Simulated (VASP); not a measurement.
Data:

```
CELL_PARAMETERS angstrom
      0.00000     2.00741     2.00741
      2.00741     0.00000     2.00741
      2.00741     2.00741     0.00000
ATOMIC_POSITIONS crystal
  Au 0.00000 0.00000 0.00000
```

All values below come from PBEsol GGA, VASP's PBE PAW potentials (set 64) (plane waves; VASP). Settings: 500 eV cut-off, 16×16×16 Γ-centred mesh, first-order Methfessel-Paxton smearing of 0.10 eV, potentials Au.

Energy and stress use the plane-wave basis of the starting cell.

Task: The ions, cell shape and volume at an external pressure of 20.0 GPa are relaxed. Give the cell that the relaxation ends in.

Result: 
```
CELL_PARAMETERS angstrom
      0.00000     1.98178     1.98178
      1.98178     0.00000     1.98178
      1.98178     1.98178     0.00000
ATOMIC_POSITIONS crystal
  Au 0.00000 0.00000 0.00000
```
Space group Fm-3m (225), at a tolerance of 0.03 Å.

Task: How do energy and volume change from the first to the last step?

Result: The energy (σ→0) changes by +56.4 meV/atom and the volume by -3.8 %, in 4 ionic steps.

```json
[
 {"step": "1", "E(σ→0) (eV)": "-3.8989", "max force (eV/Å)": "0.000", "pressure (GPa)": "10.01", "volume (Å³)": "16.18"},
 {"step": "2", "E(σ→0) (eV)": "-3.4474", "max force (eV/Å)": "0.000", "pressure (GPa)": "61.89", "volume (Å³)": "13.93"},
 {"step": "3", "E(σ→0) (eV)": "-3.8453", "max force (eV/Å)": "0.000", "pressure (GPa)": "19.52", "volume (Å³)": "15.59"},
 {"step": "4", "E(σ→0) (eV)": "-3.8426", "max force (eV/Å)": "0.000", "pressure (GPa)": "19.91", "volume (Å³)": "15.57"}
]
```

The compound is Au in the fcc structure. This run relaxes it under an external pressure of 20 GPa. Symmetry was kept, so distortions that lower it aren't found.
